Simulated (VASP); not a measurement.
Ge3P4, 14 atoms in the cell. It takes space group Fd-3m (No. 227, cubic). Conventional cell: a = 10.100 Å, b = 10.100 Å, c = 10.100 Å, α = 90.00°, β = 90.00°, γ = 90.00°. Around Ge (site symmetry -43m) lie 4 P at 2.33 Å. Around Ge (site symmetry -3m) lie 6 P at 2.45 Å. P (site symmetry 3m) is surrounded by 4 Ge at 2.33 to 2.45 Å. The cell was built by a generator and needn't be a form met in nature.

| Item | Value |
| --- | --- |
| Program | VASP 6.6.1 |
| Task | relaxation of cell and atoms |
| Functional | PBE |
| Potentials or basis | VASP PAW PBE potentials, release 64 (Ge_d, P) |
| Cutoff | 520 eV |
| k mesh | 3 × 3 × 3 |
| Occupations | gaussian, width 0.15 eV |
| Spin | no spin polarisation |
| Further INCAR settings | PREC = Normal; LREAL = Auto; ALGO = Fast; EDIFF = 0.0001; IBRION = 2; EDIFFG = -0.08; NSW = 24; ISIF = 3 |

Potentials or basis: VASP PAW PBE potentials, release 64 (Ge_d, P).

Run with:

```sh
$ cat potpaw_PBE.64/Ge_d/POTCAR potpaw_PBE.64/P/POTCAR > POTCAR
$ mpirun -np 1 vasp_std > vasp.out
```

Hardware: 1 thread of Intel(R) Xeon(R) Platinum 8259CL CPU @ 2.50GHz (Skylake/Cascade Lake), on a shared host.

**Question.** Estimate the wall time of this run.

**Answer.** It took 4.9 min on 1 thread of Intel(R) Xeon(R) Platinum 8259CL CPU @ 2.50GHz (Skylake/Cascade Lake), with other jobs on the host, peak memory 0.27 GiB. Counts: scf iterations 40, k points 4, ion steps 5.
